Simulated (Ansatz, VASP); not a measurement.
**Zr (Zirconium) in two plane-wave programs**

Aim: how closely do two programs agree when they are given the same cell, functional and k mesh? The structure shown is the end of the Ansatz relaxation below.

Calculated with Ansatz 0.2.0; plane waves, with VASP 6.6.1 beside it; single point at PBEsol.

## Step 1: Set-up

It takes space group P6_3/mmc (No. 194, hexagonal). The conventional cell has a = 3.247 Å, b = 3.247 Å, c = 5.039 Å, α = 90.00°, β = 90.00°, γ = 120.00°. Zr has 12 Zr at 3.14 to 3.25 Å nearest.

## Step 2: Ansatz: relaxation, PBEsol

Ansatz runs on its PAW soft_1 files.

This run makes the geometry at which the two programs are then compared.

The input, input.yaml:

```yaml
crystal:
  lattice:
    - [3.2473671428, 0.0, 0.0]
    - [-1.6236835714, 2.8123024411, 0.0]
    - [0.0, 0.0, 5.0772673224]
  atoms:
    - { symbol: Zr, position: [0.3333333333, 0.6666666667, 0.25] }
    - { symbol: Zr, position: [0.6666666667, 0.3333333333, 0.75] }
kpoints:
  mp_grid: { grid: [15, 15, 8] }
hamiltonian:
  xc: pbesol
  pseudopotentials: { kind: paw, azcp: { folder: soft_1 }, xc_functional: pbe }
scf:
  occupations: { method: methfessel_paxton, width: 0.2 }
output:
  forces: true
  stress: true
  eigenvalues: true
relax:
  adjacent_minimum: "off"
  f_tol: 0.001
  max_steps: 60
  cell: { stress_tol: 0.01, fix: [a, b, gamma] }
```

The run is started by

```sh
> ansatz run input.yaml --threads 4 --pin off --max-ram 10240MiB --backend cpu --events-out ev --progress --plain --runs-dir out
```

Numbers of over 12 decimals in the logs are rounded to 6 here.

Log:

```text
Engine: ansatz 0.2.0, aarch64-unknown-linux-gnu
Pseudopotentials: kind: paw
Pseudopotential: Zr, paw, valence charge 12, recommended cutoff 420 eV (normal), soft_1/Zr.paw.azcp
Functional definition: PBEsol
  exchange = pbesol_x
  correlation = pbesol_c
Crystal: 2 atoms, lattice volume = 46.369 Å³
Basis set: ecut = 420 eV, 929 PW (Γ), exchange–correlation on 48×48×72 points (8 copies of the dense FFT grid, shifted against one another)
Bands: 16, of which v1, the nominal top of the filled ones, is band 12 counted from 1 (11 counted from 0)
Symmetry: 24 space group operations
Space group: P63/mmc (ITA 194), of the structure as read, at distance tolerance 3.6e-5 Å
k-points: 135 of 1800
Non-local potential: Zr, projectors of the file, l = 0: 3, l = 1: 2, l = 2: 2, l = 3: 1
PAW form: soft (Blöchl's): semilocal exchange-correlation on the pseudo side does not see the compensation charge
PAW frozen core: Zr, regenerated for the run's functional, and the local potential with it (the file was generated under x = pbe(κ = 0.804, μ = 0.219515), c = pbe(β = 0.066725))
PAW one-centre angular grid: Zr, 590 points (default); XC on 64 Gauss nodes
Initial density: superposition of atomic densities (chi_scale 0.1, normalization cell)
Initial wavefunctions: pseudopotential atomic-orbital guess
Functional: x = pbesol(κ = 0.804, μ = 0.123457), c = pbesol(β = 0.046)
SCF iter   1: F=—  HF=-8257.507508 eV  |F-HF|=—  |Δ(HF+E_count)|=         —  Δρ=3.03e-2  dr2=5.56e-1  ethr=3.10e-3  ⟨swp⟩=4.9  Hψ=8995  notcnv=0
preconditioner: auto → none  [metal: Δε(μ)=0.018 eV  Ē_g=3.301 eV  σ=0.200 eV  W_gap=0.08  n_scr=8 (ndim 8)  ℏωp=15.4 eV  f_vac=0.000  D(μ)=1.77/eV (n_scr^D=22)  sad-step TF]
SCF iter   2: F=—  HF=-8257.370497 eV  |F-HF|=—  |Δ(HF+E_count)|=   1.37e-1  S|Δr|=    0.00e0  Δρ=1.89e-2  dr2=2.10e-1  ethr=2.32e-3  ⟨swp⟩=1.9  Hψ=3489  notcnv=0
SCF iter   3: F=—  HF=-8257.297183 eV  |F-HF|=—  |Δ(HF+E_count)|=   7.33e-2  S|Δr|=    0.00e0  Δρ=1.10e-3  dr2=4.93e-4  ethr=8.77e-4  ⟨swp⟩=3.0  Hψ=4231  notcnv=0
SCF iter   4: F=—  HF=-8257.297156 eV  |F-HF|=—  |Δ(HF+E_count)|=   2.69e-5  S|Δr|=    0.00e0  Δρ=2.18e-4  dr2=8.31e-6  ethr=2.06e-6  ⟨swp⟩=2.0  Hψ=3784  notcnv=0
SCF iter   5: F=—  HF=-8257.297156 eV  |F-HF|=—  |Δ(HF+E_count)|=   4.53e-8  S|Δr|=    0.00e0  Δρ=3.25e-5  dr2=2.20e-7  ethr=3.46e-8  ⟨swp⟩=2.1  Hψ=3780  notcnv=0
SCF iter   6: F=-8257.297156 eV  HF=-8257.297156 eV  |F-HF|=4.91e-9  |Δ(HF+E_count)|=   9.18e-8  S|Δr|=    0.00e0  Δρ=5.27e-6  dr2=1.05e-8  ethr=4.17e-10  ⟨swp⟩=5.1  Hψ=9719  notcnv=0
SCF 1 converged in 6 iterations: F = -8257.297156 eV  dr2 = 1.05e-8
  greatest PAW one-centre occupation: 0.996 electrons in one spin orbital (limit 2), on the Zr atom at site 1 (counted from 0), in its partial waves of l = 0
relax step   1: F+E_penalty+E_count = -8257.29715615 eV  Δ(F+E_penalty+E_count) = +0.000e0 eV  max|allowed force component| = 6.014e-17 eV/Å  Δτ_max = 0.0000 Å  P = -2.794 GPa  Ω = 46.369 Å³  fix = [a, b, gamma]  reactions: a -3.535, b -3.535 GPa  (6 SCF iters, dr2 threshold 1.00e-7 eV, accepted)
[...]
relax step   2: F+E_penalty+E_count = -8257.29805154 eV  Δ(F+E_penalty+E_count) = -8.954e-4 eV  max|allowed force component| = 6.014e-17 eV/Å  Δτ_max = 0.0000 Å  P = -1.553 GPa  Ω = 45.798 Å³  energy of the carried Pulay correction = +1.798e-5 eV  fix = [a, b, gamma]  reactions: a -2.749, b -2.749 GPa  (3 SCF iters, dr2 threshold 2.00e-7 eV, accepted)
[...]
relax step   3: F+E_penalty+E_count = -8257.29861550 eV  Δ(F+E_penalty+E_count) = -5.640e-4 eV  max|allowed force component| = 4.626e-17 eV/Å  Δτ_max = 0.0000 Å  P = -2.047 GPa  Ω = 46.021 Å³  energy of the carried Pulay correction = +1.094e-5 eV  fix = [a, b, gamma]  reactions: a -3.062, b -3.062 GPa  (3 SCF iters, dr2 threshold 2.00e-7 eV, accepted)
[...]
relax step   4: F+E_penalty+E_count = -8257.29861579 eV  Δ(F+E_penalty+E_count) = -2.923e-7 eV  max|allowed force component| = 9.714e-17 eV/Å  Δτ_max = 0.0000 Å  P = -2.038 GPa  Ω = 46.017 Å³  energy of the carried Pulay correction = +1.106e-5 eV  fix = [a, b, gamma]  reactions: a -3.057, b -3.057 GPa  (3 SCF iters, dr2 threshold 5.31e-10 eV, accepted)
[...]
relax step   5: F+E_penalty+E_count = -8257.29860471 eV  Δ(F+E_penalty+E_count) = +1.108e-5 eV  max|allowed force component| = 6.939e-17 eV/Å  Δτ_max = 0.0000 Å  P = -2.038 GPa  Ω = 46.017 Å³  fix = [a, b, gamma]  reactions: a -3.057, b -3.057 GPa  stress off target by 1.37e-5 GPa on what of the cell is left free  SCF on the basis re-selected at this cell (its energy is not comparable with the rows above)  (5 SCF iters)
basis re-selected at this cell: Δ(F+E_penalty+E_count) = +1.108e-5 eV, ΔP = +0.000 GPa vs the last step (what re-selecting the basis moved, of the pressure what is left beyond the Pulay correction that the steps carried, after the strain that the cell walked since its last selection, with what the two solves' SCF thresholds leave and, on support functions, any second-order correction that the steps lacked; it is no m [...]
SCF converged after 5 iterations
Stability not checked: this state was not tested for a lower state beside it, because cold or Methfessel-Paxton smearing, or corrected tetrahedra, fill the levels in a way that the test cannot read (fill_not_monotonic; see scf.lower_state_search)
Free energy (F): -8257.298605 eV
Harris-Foulkes:  -8257.298605 eV  (|F-HF|=0.00e0)
Internal energy: -8257.300532 eV  (E = F + TS)
E sigma→0 (E₀):  -8257.299087 eV
Entropy (-TS):   0.001928 eV (0.964 meV/atom)
Fermi energy:    14.070700 eV
--- Per-component energies (eV) ---
  E_band       = -191.604861
  E_kinetic    = 631.242036
  E_local      = -1200.635881  (includes V_loc(G=0)·N_el)
  E_nonlocal   = 153.547104
  E_hartree    = 389.421411
  E_xc         = -306.668562
  E_vxc        = -363.931349  (∫ρ·V_xc dr)
  E_paw        = -5819.719768  (= ΣΔE_a)
  E_vpaw       = -190.669546  (= ΣTr[D̂ρ^β])
  E_aug_tail   = -0.000050  (compensation charges beyond the density's cutoff)
  E_ewald      = -2104.818265
  E_core_change = 0.331442  (= ΣΔE_core)
  E_smearing   = 0.001928  (= −TS)
  E_closure    = -0.000000  (closes the sum)
  Σ components = -8257.298605   (vs F -8257.298605, Δ=0.00e0)
--- Forces (eV/Å), atoms counted from 1 ---
  atom   1  Zr     0.00000000    -0.00000000     0.00000000
  atom   2  Zr     0.00000000     0.00000000     0.00000000
  max |Σ_I F_I| component: 1.85e-17 eV/Å
--- Stress (GPa, compression-positive) ---
       -3.057067       0.000000       0.000000
       -0.000000      -3.057067       0.000000
        0.000000       0.000000       0.000014
  P = ⅓ Tr σ = -2.0380 GPa (-20.380 kbar)
--- Band table (eV; the first three rows and the last of 135) ---
  k-point 0: bands = [... 8 lower, 8.3507, 10.9715, 14.8445, 14.8445, 15.2726, 15.4839, 15.6128, 15.6128]
  k-point 1: bands = [... 8 lower, 8.4890, 10.9738, 14.7484, 14.7484, 15.1596, 15.2120, 15.4929, 15.4929]
  k-point 2: bands = [... 8 lower, 8.8846, 10.9241, 14.6181, 14.6181, 14.6409, 14.8587, 15.2156, 15.2156]
  k-point 134: bands = [... 8 lower, 12.5564, 12.5564, 12.7264, 12.7264, 14.0247, 14.0247, 16.1363, 16.1363]
--- Relaxed structure (4 steps of the walk, 4 accepted, 1 SCFs on fresh bases) ---
  F+E_penalty+E_count = -8257.29860471 eV   max|allowed force component| = 6.939e-17 eV/Å   (the final SCF, on the basis selected at the relaxed cell)
  cell:  # Å, volume = 46.0169 Å³
    - [3.247367, 0, 0.0]
    - [-1.623684, 2.812302, 0.0]
    - [0.0, 0.0, 5.038763]
  atoms:
    - { symbol: Zr, position: [0.333333, 0.666667, 0.25] }
    - { symbol: Zr, position: [0.666667, 0.333333, 0.75] }
```

Reading the cycles: dr2 is the Hartree energy of the density residual (eV), the measure of convergence; HF is the Harris–Foulkes estimate of the energy, which meets the free energy F at convergence.

## Step 3: VASP: single point, PBEsol, pair 1

The same cell, functional, mesh and smearing now go to VASP, with its own data sets.

Lines of VASP's logs that name or quote its potential files are left out, and so is its time.

The input, INCAR:

```
SYSTEM = Zr
PREC = Accurate
ENCUT = 500
EDIFF = 1E-06
NELM = 120
ISMEAR = 1
SIGMA = 0.2
LREAL = .FALSE.
ALGO = Normal
GGA = PS
NBANDS = 18
LASPH = .TRUE.
LORBIT = 11
LWAVE = .FALSE.
LCHARG = .FALSE.
ISIF = 2
GGA_COMPAT = .FALSE.
KPAR = 2
```

The input, POSCAR:

```
Zr
1.0
    3.2473671428      0.0000000000      0.0000000000
   -1.6236835714      2.8123024411      0.0000000000
    0.0000000000      0.0000000000      5.0387627666
Zr
2
Direct
    0.3333333333      0.6666666667      0.2500000000
    0.6666666667      0.3333333333      0.7500000000
```

The input, KPOINTS:

```
Automatic mesh
0
Gamma
15 15 8
0 0 0
```

The projector-augmented-wave data sets are Zr_sv (PBE family, release 64).

The run is started by

```sh
> mpirun -np 2 vasp_std
```

Log:

```text
[banner, memory and clock lines left out]
running    2 mpi-ranks, on    1 nodes
 distrk:  each k-point on    1 cores,    2 groups
 distr:  one band on    1 cores,    1 groups

 POSCAR found type information on POSCAR Zr
 POSCAR found :  1 types and       2 ions
|                                                                             |
|               ----> ADVICE to this user running VASP <----                  |
|                                                                             |
|     You enforced a specific xc type in the INCAR file but a different       |
|     [... a line on the potential file left out ...]
|     I HOPE YOU KNOW WHAT YOU ARE DOING!                                     |
|                                                                             |

 LDA part: xc-table for (Slater+PW92), standard interpolation
 POSCAR, INCAR and KPOINTS ok, starting setup
 FFT: planning ... GRIDC
 FFT: planning ... GRID_SOFT
 FFT: planning ... GRID
 WAVECAR not read
 entering main loop
       N       E                     dE             d eps       ncg     rms          rms(c)
DAV:   1     0.208521054545E+03    0.20852E+03   -0.13101E+04  4876   0.128E+03
DAV:   2    -0.326373127470E+01   -0.21178E+03   -0.20839E+03  5702   0.376E+02
DAV:   3    -0.186198191257E+02   -0.15356E+02   -0.15197E+02  8868   0.727E+01
DAV:   4    -0.189628195622E+02   -0.34300E+00   -0.34271E+00  5654   0.118E+01
DAV:   5    -0.189742974566E+02   -0.11478E-01   -0.11473E-01  7468   0.143E+00    0.154E+01
DAV:   6    -0.182813694656E+02    0.69293E+00   -0.10502E+00  5220   0.792E+00    0.608E+00
DAV:   7    -0.181407911264E+02    0.14058E+00   -0.67841E-01  7066   0.547E+00    0.116E+00
DAV:   8    -0.181443506578E+02   -0.35595E-02   -0.36698E-02  6312   0.154E+00    0.297E-01
DAV:   9    -0.181446360293E+02   -0.28537E-03   -0.18974E-03  6272   0.405E-01    0.275E-02
DAV:  10    -0.181446089011E+02    0.27128E-04   -0.55827E-05  7112   0.431E-02    0.241E-02
DAV:  11    -0.181446082429E+02    0.65823E-06   -0.10234E-05  5424   0.374E-02    0.243E-03
DAV:  12    -0.181446083046E+02   -0.61760E-07   -0.31545E-07  3066   0.426E-03
   1 F= -.18144608E+02 E0= -.18145253E+02  d E =0.193366E-02
```

Parts of OUTCAR (step 3):

```text
ion  position               nearest neighbor table
   1  0.333  0.667  0.250-   2 3.14   2 3.14   2 3.14   2 3.14   2 3.14   2 3.14
   2  0.667  0.333  0.750-   1 3.14   1 3.14   1 3.14   1 3.14   1 3.14   1 3.14

  LATTYP: Found a hexagonal cell.
 ALAT       =     3.2473671428
 C/A-ratio  =     1.5516455470

 Subroutine GETGRP returns: Found 24 space group operations
 (whereof 12 operations were pure point group operations)

The static configuration has the point symmetry D_3d.
 The point group associated with its full space group is D_6h.

 Found    135 irreducible k-points:

   k-points           NKPTS =    135   k-points in BZ     NKDIM =    135   number of bands    NBANDS=     18

   dimension x,y,z NGX =    24 NGY =   24 NGZ =   40
   dimension x,y,z NGXF=    48 NGYF=   48 NGZF=   80

   ENCUT  =  500.0 eV  36.75 Ry    6.06 a.u.   5.92  5.92  9.19*2*pi/ulx,y,z

   NELECT =      24.0000    total number of electrons

 k-points in reciprocal lattice and weights: Automatic mesh
   0.00000000  0.00000000  0.00000000       0.001
   0.06666667  0.00000000  0.00000000       0.003
   0.13333333  0.00000000  0.00000000       0.003
   0.20000000 -0.00000000  0.00000000       0.003
   0.26666667  0.00000000  0.00000000       0.003
   0.33333333  0.00000000  0.00000000       0.003
   0.40000000  0.00000000  0.00000000       0.003
   0.46666667 -0.00000000  0.00000000       0.003
   0.06666667  0.06666667  0.00000000       0.003
[...]
0.33333333  0.26666667  0.50000000       0.007
   0.33333333  0.33333333  0.50000000       0.001

 average (electrostatic) potential at core
       1 -74.2960       2 -74.2960

 E-fermi :   9.0302

 k-point     1 :       0.0000    0.0000    0.0000
  band No.  band energies     occupation
    ...
      6     -17.2518      2.00000
      7     -17.2518      2.00000
      8     -17.2242      2.00000
      9       3.3044      2.00000
     10       5.9285      2.00000
     11       9.8054     -0.00000
     12       9.8054     -0.00000
     13      10.2330     -0.00000
     14      10.4422     -0.00000
     15      10.5738     -0.00000
    ...

 k-point     2 :       0.0667    0.0000    0.0000
  band No.  band energies     occupation
    ...
      6     -17.2824      2.00000
      7     -17.2550      2.00000
      8     -17.2314      2.00000
      9       3.4291      2.00000
     10       6.0396      2.00000
     11       9.5054     -0.00396
     12       9.9202     -0.00000
     13      10.1394     -0.00000
     14      10.4436     -0.00000
     15      10.4934     -0.00000
    ...

 k-point     3 :       0.1333    0.0000    0.0000
  band No.  band energies     occupation
    ...
      7     -17.2649      2.00000
      8     -17.2528      2.00000
      9       3.7886      2.00000
     10       6.3421      2.00000
     11       9.0194      1.09139
     12       9.4386     -0.01392
     13      10.1921     -0.00000
     14      10.2595     -0.00000
     15      10.5736     -0.00000
     16      10.6656     -0.00000
    ...

  Total       -0.8668177     -0.8668177      0.0125048     -0.0000000     -0.0000000      0.0000000
  in kB      -30.1801235    -30.1801235      0.4353811     -0.0000000     -0.0000000      0.0000000
  external PRESSURE =     -19.9749553 kB  Pullay stress =       0.0000000 kB

  energy-cutoff  :      500.00
  volume of cell :       46.02
      direct lattice vectors                 reciprocal lattice vectors
     3.247367143  0.000000000  0.000000000     0.307941774  0.177790266  0.000000000
    -1.623683571  2.812302441  0.000000000     0.000000000  0.355580533  0.000000000
     0.000000000  0.000000000  5.038762767     0.000000000  0.000000000  0.198461417

 POSITION                                       TOTAL-FORCE (eV/Angst)
 -----------------------------------------------------------------------------------
     -0.00000      1.87487      1.25969         0.000000     -0.000000      0.000000
      1.62368      0.93743      3.77907        -0.000000      0.000000      0.000000
 -----------------------------------------------------------------------------------
    total drift:                               -0.000000      0.000000     -0.000000

  FREE ENERGIE OF THE ION-ELECTRON SYSTEM (eV)
  ---------------------------------------------------
  free  energy   TOTEN  =       -18.1446083046 eV

  energy  without entropy=      -18.1465419609  energy(sigma->0) =      -18.14525286

 total charge
# of ion       s       p       d       tot
------------------------------------------
    1        2.238   5.957   1.638   9.833
    2        2.238   5.957   1.638   9.833
--------------------------------------------------
tot          4.476  11.915   3.275  19.666

[... 3 further parts left out ...]
```

The run ends at a pressure of -2.00 GPa.

## Step 4: Side by side

Known differences besides the potentials themselves: the cutoff is 420 eV in Ansatz and 500 eV in VASP; Ansatz makes its cores anew for this functional, VASP keeps those of its PBE data sets; Ansatz's pressure holds a Pulay correction, VASP's none. Total energies have different zeros and are not compared.

Compared:

| quantity | Ansatz | VASP | difference |
| --- | --- | --- | --- |
| pressure (GPa) | -2.04 | -2.00 | -0.04 |

## Step 5: Ansatz: relaxation, PBEsol

This run makes the geometry at which the two programs are then compared. The cell compared in this pair holds 44.48 Å³, against 46.02 Å³ for the pair before.

The structure compared here is the end of the Ansatz relaxation.

input.yaml, the sections that differ from step 2:

```yaml
crystal:
  lattice:
    - [3.2054111589, 0.0, 0.0]
    - [-1.6027055795, 2.7759674932, 0.0]
    - [0.0, 0.0, 4.9643544062]
  atoms:
    - { symbol: Zr, position: [0.3333334975, 0.6666665025, 0.25] }
    - { symbol: Zr, position: [0.6666665025, 0.3333334975, 0.75] }
relax:
  adjacent_minimum: "off"
  f_tol: 0.001
  max_steps: 60
  cell: { stress_tol: 0.01, fix: [c, angles] }
# kpoints, hamiltonian, scf, output: as in step 2
```

The run is started by

```sh
> ansatz run input.yaml --threads 4 --pin off --max-ram 10240MiB --backend cpu --events-out ev --progress --plain --runs-dir out
```

Log:

```text
[...]
k-point 319: bands = [... 8 lower, 11.6113, 11.6113, 13.5571, 13.5571, 16.3353, 16.3353, 16.7638, 16.7638]
--- Relaxed structure (3 steps of the walk, 3 accepted, 1 SCFs on fresh bases) ---
[...]
cell:  # Å, volume = 44.4760 Å³
    - [3.216370, 2.8966272150521072e-11, 0]
    - [-1.608185, 2.785458, 0]
    - [0, 0, 4.9643544062]
  atoms:
    - { symbol: Zr, position: [0.333334, 0.666666, 0.250000] }
    - { symbol: Zr, position: [0.666666, 0.333334, 0.750000] }
[key lines of the parts left out:]
SCF converged after 5 iterations
Free energy (F): -8257.298686 eV
Fermi energy:    14.637610 eV
P = ⅓ Tr σ = 1.3653 GPa (13.653 kbar)
```

## Step 6: VASP: single point, PBEsol, pair 2

The same cell, functional, mesh and smearing now go to VASP, with its own data sets.

INCAR is that of step 3.

The input, POSCAR:

```
Zr
1.0
    3.2163701612      0.0000000000      0.0000000000
   -1.6081850806      2.7854582676      0.0000000000
    0.0000000000      0.0000000000      4.9643544062
Zr
2
Direct
    0.3333335812      0.6666664188      0.2500000000
    0.6666664188      0.3333335812      0.7500000000
```

KPOINTS is that of step 3.

The run is started by

```sh
> mpirun -np 2 vasp_std
```

Log:

```text
[banner, memory and clock lines left out]
running    2 mpi-ranks, on    1 nodes
[...]
[... a notice as in an earlier step ...]

 LDA part: xc-table for (Slater+PW92), standard interpolation
 POSCAR, INCAR and KPOINTS ok, starting setup
[...]
entering main loop
       N       E                     dE             d eps       ncg     rms          rms(c)
DAV:   1     0.208235467853E+03    0.20824E+03   -0.13126E+04  4868   0.129E+03
DAV:   2    -0.347863479170E+01   -0.21171E+03   -0.20824E+03  5766   0.375E+02
DAV:   3    -0.185621553366E+02   -0.15084E+02   -0.14949E+02  8742   0.727E+01
DAV:   4    -0.189120937890E+02   -0.34994E+00   -0.34967E+00  5680   0.117E+01
[...]
DAV:  10    -0.181438034288E+02    0.27127E-04   -0.46121E-05  6964   0.426E-02    0.240E-02
DAV:  11    -0.181438036019E+02   -0.17319E-06   -0.10152E-05  5418   0.374E-02    0.279E-03
DAV:  12    -0.181438035828E+02    0.19109E-07   -0.29618E-07  3042   0.400E-03
   1 F= -.18143804E+02 E0= -.18144225E+02  d E =0.126414E-02
```

(Continued in part 2 of 2.)

[Lines on the potential files, build, host, timing and source positions are cut from VASP's logs without a mark.]

[Logs are printed without paths, hosts, clocks, repeated set-up lines and the standing remarks that a program may print on its own settings, such as how far it seeks lower states.]

[Hosts, paths, dates, database ids (printed as entryN), source tags and the programs' standing remarks are cut or masked in the printed files.]
